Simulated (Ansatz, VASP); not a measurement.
**Si2Sb: VASP beside Ansatz**

One calculation is typed for both programs; each brings its own data sets and cutoff. How far apart do they land? The cell is invented: As first built, before any earlier steps moved the atoms (in the runner's words): it takes the YSi2 structure with some of its atoms replaced by other elements, volume scaled by an estimate. It may not be a known or stable phase. The cell is taken from a series of VASP runs on this material, whose earlier steps may have relaxed, scaled or displaced it; both programs get it as it stands.

Main program and level: Ansatz 0.2.0; plane waves, with VASP 6.6.1 beside it; relaxation of cell and atoms at PBE.

### Step 1. Starting point

The structure is hexagonal, space group P6/mmm (No. 191). The conventional cell has a = 4.057 Å, b = 4.057 Å, c = 4.407 Å, α = 90.00°, β = 90.00°, γ = 120.00°. Nearest to Sb lie 12 Si at 3.22 Å. Si has 3 Si at 2.34 Å and 6 Sb at 3.22 Å nearest. As first built, before any earlier steps moved the atoms (in the runner's words): sites of the YSi2 structure (space group 191) filled with other elements, volume scaled by an estimate. Farther neighbours are not listed.

Structure file:

```xyz
3
Lattice="4.0566 0.0000 0.0000 -2.0283 3.5131 0.0000 0.0000 0.0000 4.4065" Properties=species:S:1:pos:R:3 pbc="T T T"
Sb    0.0000    0.0000    0.0000
Si    0.0000    2.3421    2.2033
Si    2.0283    1.1710    2.2033
```

### Step 2. VASP: relaxation of cell and atoms, PBE

The relaxed volume is the usual yardstick between codes: its relative difference is about their pressure difference at one cell divided by the bulk modulus.

Lines of VASP's logs that name or quote its potential files are left out, and so is its time.

INCAR

```
SYSTEM = Si2Sb
PREC = Accurate
ENCUT = 400
EDIFF = 1E-06
NELM = 100
ISMEAR = -1
SIGMA = 0.05
LREAL = .FALSE.
ALGO = Normal
GGA = PE
LORBIT = 11
LWAVE = .FALSE.
LCHARG = .FALSE.
KPAR = 4
IBRION = 2
NSW = 60
ISIF = 3
EDIFFG = -0.01
```

POSCAR

```
Si2Sb
1.0
    4.0565899002      0.0000000000      0.0000000000
   -2.0282949501      3.5131099905      0.0000000000
    0.0000000000      0.0000000000      4.4065027854
Sb Si
1 2
Direct
    0.0000000000      0.0000000000      0.0000000000
    0.3333333300      0.6666666700      0.5000000000
    0.6666666700      0.3333333300      0.5000000000
```

KPOINTS

```
Automatic mesh
0
Gamma
6 6 5
0 0 0
```

Potentials, in the order of the species: Sb and Si (PBE family, release 64).

Command:

```
$ mpirun -np 4 vasp_std
```

Numbers of over 12 decimals in the logs are rounded to 6 here.

The program printed:

```text
[banner, memory and clock lines left out]
running    4 mpi-ranks, on    1 nodes
 distrk:  each k-point on    1 cores,    4 groups
 distr:  one band on    1 cores,    1 groups

 POSCAR found type information on POSCAR SbSi
 POSCAR found :  2 types and       3 ions
 LDA part: xc-table for (Slater+PW92), standard interpolation
 POSCAR, INCAR and KPOINTS ok, starting setup
 FFT: planning ... GRIDC
 FFT: planning ... GRID_SOFT
 FFT: planning ... GRID
 WAVECAR not read
 entering main loop
       N       E                     dE             d eps       ncg     rms          rms(c)
DAV:   1     0.262303879317E+02    0.26230E+02   -0.39956E+03   420   0.782E+02
DAV:   2    -0.120163222393E+02   -0.38247E+02   -0.36934E+02   514   0.133E+02
DAV:   3    -0.136395015895E+02   -0.16232E+01   -0.15508E+01   544   0.270E+01
DAV:   4    -0.136665147548E+02   -0.27013E-01   -0.26924E-01   536   0.360E+00
DAV:   5    -0.136669363794E+02   -0.42162E-03   -0.42158E-03   528   0.393E-01    0.484E+00
DAV:   6    -0.133910821326E+02    0.27585E+00   -0.79888E-01   474   0.478E+00    0.268E+00
DAV:   7    -0.133776118564E+02    0.13470E-01   -0.60513E-02   482   0.169E+00    0.129E+00
DAV:   8    -0.133708902253E+02    0.67216E-02   -0.64069E-03   458   0.557E-01    0.125E-01
DAV:   9    -0.133707933101E+02    0.96915E-04   -0.32365E-04   540   0.138E-01    0.827E-02
DAV:  10    -0.133707946401E+02   -0.13300E-05   -0.76418E-05   490   0.610E-02    0.815E-03
DAV:  11    -0.133707930035E+02    0.16366E-05   -0.73952E-06   504   0.182E-02    0.468E-03
DAV:  12    -0.133707928799E+02    0.12359E-06   -0.94978E-07   256   0.673E-03
   1 F= -.13370793E+02 E0= -.13362064E+02  d E =-.133708E+02
 curvature:   0.00 expect dE= 0.000E+00 dE for cont linesearch  0.000E+00
 trial: gam= 0.00000 g(F)=  0.432E-45 g(S)=  0.880E-05 ort = 0.000E+00 (trialstep = 0.100E+01)
 search vector abs. value=  0.880E-05
 reached required accuracy - stopping structural energy minimisation
```

From OUTCAR (step 2):

```text
ion  position               nearest neighbor table
   1  0.000  0.000  0.000-   2 3.22   3 3.22   2 3.22   3 3.22   3 3.22   3 3.22   2 3.22   2 3.22
                             3 3.22   3 3.22   2 3.22   2 3.22
   2  0.333  0.667  0.500-   3 2.34   3 2.34   3 2.34   1 3.22   1 3.22   1 3.22   1 3.22   1 3.22
                             1 3.22
   3  0.667  0.333  0.500-   2 2.34   2 2.34   2 2.34   1 3.22   1 3.22   1 3.22   1 3.22   1 3.22
                             1 3.22

  LATTYP: Found a hexagonal cell.
 ALAT       =     4.0565899002
 C/A-ratio  =     1.0862578900

 Subroutine GETGRP returns: Found 24 space group operations
 (whereof 24 operations were pure point group operations)

The static configuration has the point symmetry D_6h.

 Found     21 irreducible k-points:

   k-points           NKPTS =     21   k-points in BZ     NKDIM =     21   number of bands    NBANDS=     10

   dimension x,y,z NGX =    28 NGY =   28 NGZ =   30
   dimension x,y,z NGXF=    56 NGYF=   56 NGZF=   60

   ENCUT  =  400.0 eV  29.40 Ry    5.42 a.u.   6.62  6.62  7.19*2*pi/ulx,y,z

   NELECT =      13.0000    total number of electrons

 k-points in reciprocal lattice and weights: Automatic mesh
   0.00000000  0.00000000  0.00000000       0.006
   0.16666667 -0.00000000  0.00000000       0.033
   0.33333333 -0.00000000  0.00000000       0.033
   0.50000000 -0.00000000  0.00000000       0.017
   0.16666667  0.16666667  0.00000000       0.033
   0.33333333  0.16666667  0.00000000       0.067
   0.33333333  0.33333333  0.00000000       0.011
   0.00000000  0.00000000  0.20000000       0.011
   0.16666667 -0.00000000  0.20000000       0.067
[...]
0.33333333  0.16666667  0.40000000       0.133
   0.33333333  0.33333333  0.40000000       0.022

 average (electrostatic) potential at core
       1 -85.1282       2 -82.2084       3 -82.2084

 E-fermi :   7.7687

 k-point     1 :       0.0000    0.0000    0.0000
  band No.  band energies     occupation
    ...
      4       5.3963      2.00000
      5       5.3963      2.00000
      6       6.9923      2.00000
      7       6.9923      2.00000
      8       7.2749      1.99990
      9      10.8147      0.00000
     10      12.8524      0.00000

 k-point     2 :       0.1667   -0.0000    0.0000
  band No.  band energies     occupation
    ...
      2       0.9427      2.00000
      3       3.3550      2.00000
      4       3.5650      2.00000
      5       4.5647      2.00000
      6       6.6266      2.00000
      7       8.1848      0.00049
      8       9.2375      0.00000
      9      11.1094      0.00000
     10      11.9541      0.00000

 k-point     3 :       0.3333   -0.0000    0.0000
  band No.  band energies     occupation
    ...
      2      -0.3321      2.00000
      3       2.1638      2.00000
      4       3.7418      2.00000
      5       4.5561      2.00000
      6       6.4303      2.00000
      7       8.4466      0.00000
      8       9.0528      0.00000
      9       9.5370      0.00000
     10      11.2348      0.00000

  Total       -0.0095054     -0.0095054      0.0191469      0.0000000     -0.0000000      0.0000000
  in kB       -0.2425133     -0.2425133      0.4884963      0.0000000     -0.0000000      0.0000000
  external PRESSURE =       0.0011566 kB  Pullay stress =       0.0000000 kB

  energy-cutoff  :      400.00
  volume of cell :       62.80
      direct lattice vectors                 reciprocal lattice vectors
     4.056589900  0.000000000  0.000000000     0.246512471  0.142324038  0.000000000
    -2.028294950  3.513109990  0.000000000     0.000000000  0.284648076  0.000000000
     0.000000000  0.000000000  4.406502785     0.000000000  0.000000000  0.226937335

 POSITION                                       TOTAL-FORCE (eV/Angst)
 -----------------------------------------------------------------------------------
      0.00000      0.00000      0.00000        -0.000000      0.000000      0.000000
     -0.00000      2.34207      2.20325         0.000000     -0.000000      0.000000
      2.02829      1.17104      2.20325        -0.000000      0.000000     -0.000000
 -----------------------------------------------------------------------------------
    total drift:                               -0.000000     -0.000000      0.000000

  FREE ENERGIE OF THE ION-ELECTRON SYSTEM (eV)
  ---------------------------------------------------
  free  energy   TOTEN  =       -13.3707928799 eV

  energy  without entropy=      -13.3533353625  energy(sigma->0) =      -13.36206412

 reached required accuracy - stopping structural energy minimisation

 total charge
# of ion       s       p       d       tot
------------------------------------------
    1        1.233   1.062   0.033   2.328
    2        0.821   0.780   0.000   1.600
    3        0.821   0.780   0.000   1.600
--------------------------------------------------
tot          2.874   2.621   0.033   5.529

[... 3 further parts left out ...]
```

CONTCAR:

```
Si2Sb
   1.00000000000000
     4.0565899001999997    0.0000000000000000    0.0000000000000000
    -2.0282949500999998    3.5131099904999998    0.0000000000000000
     0.0000000000000000    0.0000000000000000    4.4065027853999998
  Sb              Si
     1     2
Direct
     0.0000000000000000    0.0000000000000000    0.0000000000000000
     0.3333333300000021    0.6666666699999979    0.5000000000000000
     0.6666666699999979    0.3333333300000021    0.5000000000000000
```

This run has no spin polarisation. Its electron count is odd, so without a moment it is a metal by construction. The run keeps the 24 symmetry operations of its start, so it cannot find a distortion of lower symmetry.

### Step 3. Ansatz: relaxation of cell and atoms, PBE

Ansatz runs on its default PAW (the set named soft_2) files.

The same cell, functional, mesh and smearing now go to Ansatz, which takes its cutoff from its data sets.

input.yaml

```yaml
crystal:
  lattice:
    - [4.0565899002, 0.0, 0.0]
    - [-2.0282949501, 3.5131099905, 0.0]
    - [0.0, 0.0, 4.4065027854]
  atoms:
    - { symbol: Sb, position: [0.0, 0.0, 0.0] }
    - { symbol: Si, position: [0.33333333, 0.66666667, 0.5] }
    - { symbol: Si, position: [0.66666667, 0.33333333, 0.5] }
hamiltonian:
  xc: pbe
  pseudopotentials: { kind: paw }
kpoints:
  mp_grid: { grid: [6, 6, 5] }
scf:
  occupations: { method: fermi_dirac, width: 0.05 }
relax:
  f_tol: 0.01
  max_steps: 60
  cell: { stress_tol: 0.05 }
output:
  forces: true
  stress: true
```

Command:

```
$ ansatz run input.yaml --threads 4 --pin off --max-ram 9216MiB --backend cpu --events-out ev --progress --plain --runs-dir out
```

The program printed:

```text
Engine: ansatz 0.2.0, aarch64-unknown-linux-gnu
Pseudopotentials: kind: paw
Pseudopotential: Sb, paw, valence charge 15, recommended cutoff 420 eV (normal), Sb.paw.azcp
Pseudopotential: Si, paw, valence charge 4, recommended cutoff 420 eV (normal), Si.paw.azcp
Functional definition: PBE
  parameter kappa = 0.804
  parameter beta = 0.066725
  exchange = pbe_x(kappa = kappa, mu = beta*pi^2/3)
  correlation = pbe_c(beta = beta)
Crystal: 3 atoms, lattice volume = 62.798 Å³
Basis set: ecut = 420 eV, 1215 PW (Γ), exchange–correlation on 60×60×60 points (8 copies of the dense FFT grid, shifted against one another)
Bands: 16, of which v1, the nominal top of the filled ones, is band 12 counted from 1 (11 counted from 0)
Symmetry: 24 space group operations
Space group: P6/mmm (ITA 191), of the structure as read, at distance tolerance 4.0e-5 Å
k-points: 21 of 180
Non-local potential: Sb, projectors of the file, l = 0: 2, l = 1: 2, l = 2: 2, l = 3: 2
Non-local potential: Si, projectors of the file, l = 0: 2, l = 1: 2, l = 2: 2
PAW form: soft (Blöchl's): semilocal exchange-correlation on the pseudo side does not see the compensation charge
PAW one-centre angular grid: Sb, 590 points (default); XC on 64 Gauss nodes
PAW one-centre angular grid: Si, 110 points (default); XC on 64 Gauss nodes
Initial density: superposition of atomic densities (neutral atoms: chi_scale 0, normalization atom), corrected by the library's trained network
Initial wavefunctions: pseudopotential atomic-orbital guess
Functional: x = pbe(κ = 0.804, μ = 0.219515), c = pbe(β = 0.066725)
SCF iter   1: F=—  HF=-7754.498353 eV  |F-HF|=—  |Δ(HF+E_count)|=         —  Δρ=4.51e-3  dr2=3.93e-2  ethr=1.77e-3  ⟨swp⟩=6.4  Hψ=2019  notcnv=0
preconditioner: auto → Resta (q_TF=auto, 2.308 Å⁻¹)  ε∞=5.4  [insulator: Δε(μ)=0.191 eV  Ē_g=8.082 eV  σ=0.050 eV  W_gap=0.53  n_scr=20 (ndim 8)  ℏωp=16.9 eV  f_vac=0.000  D(μ)=1.93/eV (n_scr^D=20)  ε∞_Penn≈5.4]
SCF iter   2: F=—  HF=-7754.489423 eV  |F-HF|=—  |Δ(HF+E_count)|=   8.93e-3  Δρ=1.69e-3  dr2=3.84e-3  ethr=1.71e-4  ⟨swp⟩=2.0  Hψ=568  notcnv=0  defer=1
preconditioner: auto → Kerker (q_TF=auto, 2.308 Å⁻¹)  [metal: Δε(μ)=0.060 eV  Ē_g=8.076 eV  σ=0.050 eV  W_gap=0.29  n_scr=20 (ndim 8)  ℏωp=16.9 eV  f_vac=0.000  D(μ)=2.08/eV (n_scr^D=20)]
SCF iter   3: F=—  HF=-7754.488845 eV  |F-HF|=—  |Δ(HF+E_count)|=   5.78e-4  Δρ=5.73e-4  dr2=1.41e-4  ethr=1.67e-5  ⟨swp⟩=2.0  Hψ=400  notcnv=0  defer=1
SCF iter   4: F=—  HF=-7754.488905 eV  |F-HF|=—  |Δ(HF+E_count)|=   5.96e-5  Δρ=2.02e-4  dr2=1.80e-5  ethr=6.12e-7  ⟨swp⟩=2.3  Hψ=440  notcnv=0  defer=1
SCF iter   5: F=—  HF=-7754.488926 eV  |F-HF|=—  |Δ(HF+E_count)|=   2.13e-5  Δρ=2.65e-5  dr2=5.56e-7  ethr=7.84e-8  ⟨swp⟩=2.4  Hψ=437  notcnv=0  defer=1
SCF iter   6: F=-7754.488926 eV  HF=-7754.488926 eV  |F-HF|=7.33e-10  |Δ(HF+E_count)|=   9.35e-8  Δρ=5.20e-6  dr2=2.49e-8  ethr=4.35e-10  ⟨swp⟩=5.0  Hψ=1199  notcnv=0
SCF 1 converged in 6 iterations: F = -7754.488926 eV  dr2 = 2.49e-8
  greatest PAW one-centre occupation: 0.996 electrons in one spin orbital (limit 2), on the Sb atom at site 0 (counted from 0), in its partial waves of l = 2
relax step   1: F+E_penalty+E_count = -7754.48892620 eV  Δ(F+E_penalty+E_count) = +0.000e0 eV  max|allowed force component| = 4.318e-17 eV/Å  Δτ_max = 0.0000 Å  P = +0.136 GPa  Ω = 62.798 Å³  (6 SCF iters, dr2 threshold 1.00e-7 eV, accepted)
[...]
relax step   2: F+E_penalty+E_count = -7754.48896233 eV  Δ(F+E_penalty+E_count) = -3.613e-5 eV  max|allowed force component| = 5.474e-17 eV/Å  Δτ_max = 0.0000 Å  P = +0.014 GPa  Ω = 62.936 Å³  energy of the carried Pulay correction = -2.675e-5 eV  (4 SCF iters, dr2 threshold 5.52e-8 eV, accepted)
[...]
relax step   3: F+E_penalty+E_count = -7754.48898988 eV  Δ(F+E_penalty+E_count) = -2.755e-5 eV  max|allowed force component| = 5.011e-17 eV/Å  Δτ_max = 0.0000 Å  P = +0.014 GPa  Ω = 62.936 Å³  stress off target by 2.41e-2 GPa  SCF on the basis re-selected at this cell (its energy is not comparable with the rows above)  (5 SCF iters)
basis re-selected at this cell: Δ(F+E_penalty+E_count) = -2.755e-5 eV, ΔP = +0.000 GPa vs the last step (what re-selecting the basis moved, of the pressure what is left beyond the Pulay correction that the steps carried, after the strain that the cell walked since its last selection, with what the two solves' SCF thresholds leave and, on support functions, any second-order correction that the steps lacked; it is no m [...]
SCF converged after 5 iterations
Free energy (F): -7754.488990 eV
Harris-Foulkes:  -7754.488990 eV  (|F-HF|=0.00e0)
Internal energy: -7754.471531 eV  (E = F + TS)
E sigma→0 (E₀):  -7754.480260 eV
Entropy (-TS):   -0.017459 eV (-5.820 meV/atom)
Fermi energy:    9.350073 eV
--- Per-component energies (eV) ---
  E_band       = -143.488345
  E_kinetic    = 286.234845
  E_local      = -1736.838523  (includes V_loc(G=0)·N_el)
  E_nonlocal   = 413.164911
  E_hartree    = 790.551153
  E_xc         = -248.879539
  E_vxc        = -189.749576  (∫ρ·V_xc dr)
  E_paw        = -5599.351150  (= ΣΔE_a)
  E_vpaw       = -497.402330  (= ΣTr[D̂ρ^β])
  E_aug_tail   = 0.000012  (compensation charges beyond the density's cutoff)
  E_ewald      = -1659.353239
  E_smearing   = -0.017459  (= −TS)
  E_closure    = 0.000000  (closes the sum)
  Σ components = -7754.488990   (vs F -7754.488990, Δ=0.00e0)
--- Forces (eV/Å), atoms counted from 1 ---
  atom   1  Sb    -0.00000000    -0.00000000     0.00000000
  atom   2  Si     0.00000000     0.00000000    -0.00000000
  atom   3  Si     0.00000000    -0.00000000     0.00000000
  max |Σ_I F_I| component: 2.31e-18 eV/Å
--- Stress (GPa, compression-positive) ---
        0.024105      -0.000000      -0.000000
       -0.000000       0.024105       0.000000
       -0.000000       0.000000      -0.005424
  P = ⅓ Tr σ = 0.0143 GPa (0.143 kbar)
--- Relaxed structure (2 steps of the walk, 2 accepted, 1 SCFs on fresh bases) ---
  F+E_penalty+E_count = -7754.48898988 eV   max|allowed force component| = 5.011e-17 eV/Å   (the final SCF, on the basis selected at the relaxed cell)
  cell:  # Å, volume = 62.9363 Å³
    - [4.057850, 0, 0.0]
    - [-2.028925, 3.514201, 1.2277987297389443e-19]
    - [0.0, 1.5400310841289417e-19, 4.413457]
  atoms:
    - { symbol: Sb, position: [0, 0, 0.0] }
    - { symbol: Si, position: [0.333333, 0.666667, 0.5] }
    - { symbol: Si, position: [0.666667, 0.333333, 0.5] }
```

It took 2.1 s on 4 threads of Arm Neoverse N1, shared host; peak memory 0.34 GiB.

### Step 4. Differences

Known differences besides the potentials themselves: both relaxations stop at a tolerance, which leaves soft axes loose, and VASP keeps its plane-wave basis; the data sets hold 23 valence electrons in Ansatz (default PAW (the set named soft_2) files) and 13 in VASP; the cutoff is 420 eV in Ansatz and 400 eV in VASP; VASP leaves aspherical gradient terms in its spheres out (LASPH is not set), Ansatz keeps them; Ansatz adds a Pulay correction to the stress that steers its cell, VASP none. Total energies have different zeros and are not compared.

Compared:

| quantity | Ansatz | VASP | difference |
| --- | --- | --- | --- |
| volume (Å³) | 62.94 | 62.80 | +0.22 % |
| edge a after relaxation, in the typed setting (Å) | 4.058 | 4.057 | +0.03 % |
| edge c after relaxation, in the typed setting (Å) | 4.413 | 4.407 | +0.16 % |

The walks stopped with 0.01 GPa left in Ansatz and 0.00 GPa in VASP; each walk ends within a tolerance, so the volume difference is uncertain by about these residues over the bulk modulus, most in soft cells.

### Step 5. Summary of results

* difference in volume (relaxation of cell and atoms, PBE): 0.22 %

**Reading.** The difference in volume is 0.22 % (relaxation of cell and atoms, PBE), within the 1.2 % picked in this series as the mark of a large difference, as far as the stopping tolerances let one tell. Such differences can come from data sets, numerical settings and the points named under the comparisons, not from the functional's error against experiment.

[Lines on the potential files, build, host, timing and source positions are cut from VASP's logs without a mark.]

[Logs are printed without paths, hosts, clocks, repeated set-up lines and the standing remarks that a program may print on its own settings, such as how far it seeks lower states.]

[Hosts, paths, dates, database ids (printed as entryN), source tags and the programs' standing remarks are cut or masked in the printed files.]
